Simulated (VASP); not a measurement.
Data:

```
Cu
1.0
    0.00000     1.71168     1.71168
    1.71168     0.00000     1.71168
    1.71168     1.71168     0.00000
Cu
1
Direct
  0.00000   0.00000   0.00000
```

Calculation: LDA (Ceperley-Alder, Perdew-Zunger), VASP's LDA PAW potentials (set 64) (plane waves; VASP). Numerical set-up: 500 eV cut-off, 18×18×18 Γ-centred mesh, first-order Methfessel-Paxton smearing of 0.10 eV, potentials Cu.

Energy and stress use the plane-wave basis of the starting cell.

Problem. The ions, cell shape and volume at an external pressure of 30.0 GPa are relaxed. Which structure does the run end with?

Solution. 
```
Cu
1.0
    0.00000     1.69285     1.69285
    1.69285     0.00000     1.69285
    1.69285     1.69285     0.00000
Cu
1
Direct
  0.00000   0.00000   0.00000
```
Space group Fm-3m (225), at a tolerance of 0.03 Å.

Problem. How do energy and volume change from the first to the last step?

Solution. The energy (σ→0) changes by +50.3 meV/atom and the volume by -3.3 %, in 3 ionic steps.

The compound is Cu in the fcc structure. This run relaxes it under an external pressure of 30 GPa. Symmetry was kept, so distortions that lower it aren't found.
